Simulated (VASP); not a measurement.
# MgO (Periclase) with optB86b-vdW: from relaxation to properties

Aim: relax MgO (Periclase) with optB86b-vdW, compute its properties on that cell and hold them against experiment. The steps: relaxing cell and atoms (optB86b-vdW), density, ELF and potential (optB86b-vdW), bands along the symmetry lines (optB86b-vdW), total and projected DOS (optB86b-vdW), zone-centre phonons (optB86b-vdW) and response to an electric field (optB86b-vdW). The start is a cell from a database of measured crystal structures.

Calculated with VASP 6.6.1; optB86b-vdW; plane waves and PAW (Mg, O).

Experimental background.

For MgO, rocksalt (phase in multiphase steam-pyrolysed phosphate tailings), “Study on Pyrolysis Characteristics of Phosphate Tailings under H2O Atmosphere” (2024, pmc:11084758) gives, by powder XRD, Rietveld refinement: lattice constant a 4.21322 ± 5e-05 Å [refined as one phase in multiphase pyrolysed phosphate tailings, not a pure sample].

For MgO, rocksalt (bulk crystal), “Electronic structure of alkaline earth and post-transition metal oxides” (2009, arxiv:0908.1581) quotes earlier work: band gap (literature experimental gap) 7.83 eV [Literature value based on experiment; other listed experimental values range from 7.7 to …].

For MgO, rocksalt (wedged single crystal slab, 295 K), “Infrared Optical Properties of Ferropericlase (Mg1-xFexO): Experiment and Theory” (2007, arxiv:0704.2267) gives, by infrared reflectance, oscillator fit: infrared mode (TO phonon at Gamma (T1u)) 396.5 cm⁻¹.

The database entry behind the starting cell differs from later determinations by our own check (about 0.1 % long), so it need not match the best structure at ambient conditions.

**1. The structure**

Before any relaxation, the start is as follows. The structure is cubic, space group Fm-3m (No. 225). Conventional cell: a = 4.217 Å, b = 4.217 Å, c = 4.217 Å, α = 90.00°, β = 90.00°, γ = 90.00°. Nearest to Mg lie 6 O at 2.11 Å. Nearest to O lie 6 Mg at 2.11 Å. Farther neighbours and most contacts between anions are not listed.

Structure file:

```cif
data_structure
_symmetry_space_group_name_H-M 'Fm-3m'
_symmetry_Int_Tables_number 225
_cell_length_a 4.2170
_cell_length_b 4.2170
_cell_length_c 4.2170
_cell_angle_alpha 90.000
_cell_angle_beta 90.000
_cell_angle_gamma 90.000
_cell_volume 74.99
loop_
_atom_site_label
_atom_site_type_symbol
_atom_site_symmetry_multiplicity
_atom_site_Wyckoff_symbol
_atom_site_fract_x
_atom_site_fract_y
_atom_site_fract_z
_atom_site_occupancy
Mg1 Mg 4 a 0.00000 0.00000 0.00000 1
O1 O 4 b 0.50000 0.00000 0.00000 1
```

**2. Relaxing cell and atoms (optB86b-vdW)**

The start need not lie at this functional's minimum. ISIF = 3 frees volume, shape and positions, and EDIFFG sets the threshold on forces and stress at which the search stops. optB86b-vdW pairs nonlocal correlation with a less repulsive exchange of B86b form. LUSE_VDW switches on a nonlocal correlation term for dispersion.

The input, INCAR:

```
SYSTEM = MgO
PREC = Accurate
ENCUT = 520
EDIFF = 1E-06
NELM = 100
ISMEAR = 0
SIGMA = 0.05
LREAL = .FALSE.
ALGO = Normal
GGA = MK
AGGAC = 0
LUSE_VDW = .TRUE.
PARAM1 = 0.1234
PARAM2 = 1
LASPH = .TRUE.
NBANDS = 10
LORBIT = 11
LWAVE = .FALSE.
LCHARG = .FALSE.
KPAR = 2
IBRION = 2
NSW = 60
ISIF = 3
EDIFFG = -0.01
```

The input, POSCAR:

```
MgO
1.0
    0.0000000000      2.1085000000      2.1085000000
    2.1085000000      0.0000000000      2.1085000000
    2.1085000000      2.1085000000      0.0000000000
Mg O
1 1
Direct
    0.0000000000      0.0000000000      0.0000000000
    0.5000000000      0.5000000000      0.5000000000
```

The input, KPOINTS:

```
Automatic mesh
0
Gamma
9 9 9
0 0 0
```

Potentials, in the order of the species: Mg and O (PBE family, release 64).

Launch:

```console
$ mpirun -np 2 vasp_std
```

The program printed:

```text
[banner, memory and clock lines left out]
running    2 mpi-ranks, on    1 nodes
 distrk:  each k-point on    1 cores,    2 groups
 distr:  one band on    1 cores,    1 groups

 POSCAR found type information on POSCAR MgO
 POSCAR found :  2 types and       2 ions
|                                                                             |
|               ----> ADVICE to this user running VASP <----                  |
|                                                                             |
|     You have switched on vdW-DFT.                                           |
|     This routine was written and supplied by Jiri Klimes. We recommend      |
|     that you carefully read and cite the following publications:            |
|       J. Klimes, D.R. Bowler, A. Michelides                                 |
|          J. Phys.: Cond Matt. 22 022201 (2010)                              |
|       J. Klimes, D.R. Bowler, A. Michelides                                 |
|          Phys. Rev. B. 83, 195131 (2011)                                    |
|     and references therein.                                                 |
|                                                                             |

|                                                                             |
|               ----> ADVICE to this user running VASP <----                  |
|                                                                             |
|     You enforced a specific xc type in the INCAR file but a different       |
|     [... a line on the potential file left out ...]
|     I HOPE YOU KNOW WHAT YOU ARE DOING!                                     |
|                                                                             |

 LDA part: xc-table for (Slater+PW92), standard interpolation
 POSCAR, INCAR and KPOINTS ok, starting setup
 FFT: planning ... GRIDC
 FFT: planning ... GRID_SOFT
 FFT: planning ... GRID
 WAVECAR not read
 entering main loop
       N       E                     dE             d eps       ncg     rms          rms(c)
DAV:   1     0.193168713571E+02    0.19317E+02   -0.46962E+03   788   0.712E+02
DAV:   2    -0.100845977054E+02   -0.29401E+02   -0.28749E+02   756   0.142E+02
DAV:   3    -0.107550023058E+02   -0.67040E+00   -0.67003E+00   842   0.201E+01
DAV:   4    -0.107564142516E+02   -0.14119E-02   -0.14119E-02   760   0.105E+00
DAV:   5    -0.107564186622E+02   -0.44106E-05   -0.44106E-05   804   0.593E-02    0.721E+00
DAV:   6    -0.921944612623E+01    0.15370E+01   -0.91191E+00   708   0.179E+01    0.226E+00
DAV:   7    -0.920602553195E+01    0.13421E-01   -0.50027E-02   728   0.218E+00    0.133E+00
DAV:   8    -0.920061767385E+01    0.54079E-02   -0.29000E-02   712   0.206E+00    0.211E-01
DAV:   9    -0.920038016672E+01    0.23751E-03   -0.29392E-04   794   0.135E-01    0.136E-01
DAV:  10    -0.920036764185E+01    0.12525E-04   -0.46880E-04   744   0.179E-01    0.603E-03
DAV:  11    -0.920036730036E+01    0.34150E-06   -0.30897E-06   776   0.146E-02
   1 F= -.92003673E+01 E0= -.92003673E+01  d E =-.920037E+01
 curvature:   0.00 expect dE= 0.000E+00 dE for cont linesearch  0.000E+00
 trial: gam= 0.00000 g(F)=  0.759E-62 g(S)=  0.179E-03 ort = 0.000E+00 (trialstep = 0.100E+01)
 search vector abs. value=  0.179E-03
 bond charge predicted
       N       E                     dE             d eps       ncg     rms          rms(c)
DAV:   1    -0.920115056045E+01   -0.78292E-03   -0.14148E-02   722   0.102E+00    0.200E-01
DAV:   2    -0.920045326026E+01    0.69730E-03   -0.45293E-03   724   0.419E-01    0.199E-02
DAV:   3    -0.920044550144E+01    0.77588E-05   -0.48684E-05   718   0.687E-02    0.115E-02
DAV:   4    -0.920044264742E+01    0.28540E-05   -0.38778E-06   704   0.174E-02    0.353E-03
DAV:   5    -0.920044261311E+01    0.34315E-07   -0.65733E-07   366   0.535E-03
   2 F= -.92004426E+01 E0= -.92004426E+01  d E =-.753127E-04
 trial-energy change:   -0.000075  1 .order   -0.000066   -0.000179    0.000046
 step:   0.8280(harm=  0.7942)  dis= 0.00000  next Energy=    -9.200447 (dE=-0.793E-04)
 reached required accuracy - stopping structural energy minimisation
```

Elapsed: 25 s, on 2 MPI ranks of AMD EPYC 7R43, shared host; peak memory 0.45 GiB; 48 s of CPU time.

The logs omit lines about the potential files and the build; timing stands in the text.

OUTCAR, selected parts (step 2):

```text
ion  position               nearest neighbor table
   1  0.000  0.000  0.000-   2 2.11   2 2.11   2 2.11   2 2.11   2 2.11   2 2.11
   2  0.500  0.500  0.500-   1 2.11   1 2.11   1 2.11   1 2.11   1 2.11   1 2.11

  LATTYP: Found a face centered cubic cell.
 ALAT       =     4.2170000000

 Subroutine GETGRP returns: Found 48 space group operations
 (whereof 48 operations were pure point group operations)

The static configuration has the point symmetry O_h .

 Found     35 irreducible k-points:

   k-points           NKPTS =     35   k-points in BZ     NKDIM =     35   number of bands    NBANDS=     10

   dimension x,y,z NGX =    24 NGY =   24 NGZ =   24
   dimension x,y,z NGXF=    48 NGYF=   48 NGZF=   48

   ENCUT  =  520.0 eV  38.22 Ry    6.18 a.u.   5.54  5.54  5.54*2*pi/ulx,y,z

   NELECT =       8.0000    total number of electrons

 k-points in reciprocal lattice and weights: Automatic mesh
   0.00000000  0.00000000  0.00000000       0.001
   0.11111111  0.00000000  0.00000000       0.011
   0.22222222  0.00000000  0.00000000       0.011
   0.33333333  0.00000000  0.00000000       0.011
   0.44444444  0.00000000  0.00000000       0.011
   0.11111111  0.11111111  0.00000000       0.008
   0.22222222  0.11111111  0.00000000       0.033
   0.33333333  0.11111111  0.00000000       0.033
   0.44444444  0.11111111  0.00000000       0.033
[...]
-0.33333333  0.44444444  0.11111111       0.033
  -0.33333333  0.44444444  0.22222222       0.033

 average (electrostatic) potential at core
       1 -35.1094       2 -69.7125

 E-fermi :   3.2398

 k-point     1 :       0.0000    0.0000    0.0000
  band No.  band energies     occupation
      1     -14.1127      2.00000
      2       3.0311      2.00000
      3       3.0311      2.00000
      4       3.0311      2.00000
      5       7.8151      0.00000
      6      18.8154      0.00000
      7      18.8154      0.00000
      8      18.8154      0.00000
      9      22.8176      0.00000
    ...

 k-point     2 :       0.1111    0.0000    0.0000
  band No.  band energies     occupation
      1     -13.9836      2.00000
      2       2.2624      2.00000
      3       2.9495      2.00000
      4       2.9495      2.00000
      5       8.5549      0.00000
      6      17.4003      0.00000
      7      19.1038      0.00000
      8      19.1038      0.00000
      9      23.6313      0.00000
    ...

 k-point     3 :       0.2222    0.0000    0.0000
  band No.  band energies     occupation
      1     -13.6372      2.00000
      2       0.7807      2.00000
      3       2.7507      2.00000
      4       2.7507      2.00000
      5       9.8667      0.00000
      6      15.8553      0.00000
      7      19.6032      0.00000
      8      19.6032      0.00000
      9      23.0421      0.00000
    ...

Total vdW correction in eV:      2.0427841

  Total       -0.0128956     -0.0128956     -0.0128956     -0.0000000     -0.0000000      0.0000000
  in kB       -1.0980946     -1.0980946     -1.0980946     -0.0000000     -0.0000000      0.0000000
  external PRESSURE =      -1.0980946 kB  Pullay stress =       0.0000000 kB

  energy-cutoff  :      520.00
  volume of cell :       18.82
      direct lattice vectors                 reciprocal lattice vectors
     0.000000000  2.111031303  2.111031303    -0.236851059  0.236851059  0.236851059
     2.111031303  0.000000000  2.111031303     0.236851059 -0.236851059  0.236851059
     2.111031303  2.111031303 -0.000000000     0.236851059  0.236851059 -0.236851059

 POSITION                                       TOTAL-FORCE (eV/Angst)
 -----------------------------------------------------------------------------------
      2.11103      2.11103      4.22206         0.000000      0.000000      0.000000
      2.11103      2.11103      2.11103        -0.000000     -0.000000     -0.000000
 -----------------------------------------------------------------------------------
    total drift:                                0.000000     -0.000000      0.000000

  FREE ENERGIE OF THE ION-ELECTRON SYSTEM (eV)
  ---------------------------------------------------
  free  energy   TOTEN  =        -9.2004426131 eV

  energy  without entropy=       -9.2004426131  energy(sigma->0) =       -9.20044261

Total vdW correction in eV:      2.0427889

 reached required accuracy - stopping structural energy minimisation

 total charge
# of ion       s       p       d       tot
------------------------------------------
    1        0.146   0.176   0.078   0.400
    2        1.536   3.556   0.000   5.092
--------------------------------------------------
tot          1.682   3.732   0.078   5.492

[... 3 further parts left out ...]
```

The gap is read on the k-mesh alone, so it is an upper bound where the band edges lie off the mesh. The PAW data sets were made with PBE, which is usual practice but a small mismatch for other functionals. The run keeps the 48 symmetry operations of its start, so it cannot find a distortion of lower symmetry.

Relaxation path:

```tsv
step	energy less that of the first step (eV)	largest force (eV/Å)	pressure (GPa)	volume (Å³)
1	0.0000	0.0000	0.43	18.75
2	-0.0001	0.0000	-0.11	18.82
```

```tsv
conventional cell, symmetrised	before	after	change
a (Å)	4.217	4.222	+0.1 %
b (Å)	4.217	4.222	+0.1 %
c (Å)	4.217	4.222	+0.1 %
volume (Å³/atom)	9.37	9.41	+0.4 %
```

Final coordinates:

```cif
data_structure
_symmetry_space_group_name_H-M 'P 1'
_symmetry_Int_Tables_number 1
_cell_length_a 2.9854
_cell_length_b 2.9854
_cell_length_c 2.9854
_cell_angle_alpha 60.000
_cell_angle_beta 60.000
_cell_angle_gamma 60.000
_cell_volume 18.82
loop_
_atom_site_label
_atom_site_type_symbol
_atom_site_fract_x
_atom_site_fract_y
_atom_site_fract_z
_atom_site_occupancy
Mg1 Mg 0.00000 0.00000 0.00000 1
O2 O 0.50000 0.50000 0.50000 1
```

Numbers from this step:

```
electrons                       : 8
bands                           : 10
irreducible k-points            : 35
symmetry operations             : 48
free energy (TOTEN)             : -9.200 eV
Fermi energy                    : 3.240 eV
pressure                        : -0.1098 GPa
metallic                        : no
valence top at k                : 0, 0, 0
conduction bottom at k          : 0, 0, 0
least direct gap at k           : 0, 0, 0
SCF cycles over all ionic steps : 16
gap on the k-mesh               : 4.784 eV
least direct gap on the k-mesh  : 4.784 eV
```

It ends with forces that vanish by symmetry and a pressure of -0.11 GPa. The volume lies +0.4 % from that of the database's start.

[end of part 1 of 4]

[Lines on the potential files, build, host, timing and source positions are cut from VASP's logs without a mark.]

[Logs are printed without paths, hosts, clocks, repeated set-up lines and the standing remarks that a program may print on its own settings, such as how far it seeks lower states.]

[Hosts, paths, dates, database ids (printed as entryN), source tags and the programs' standing remarks are cut or masked in the printed files.]

[A measured line is paired with the nearest computed mode of its activity, which favours agreement.]
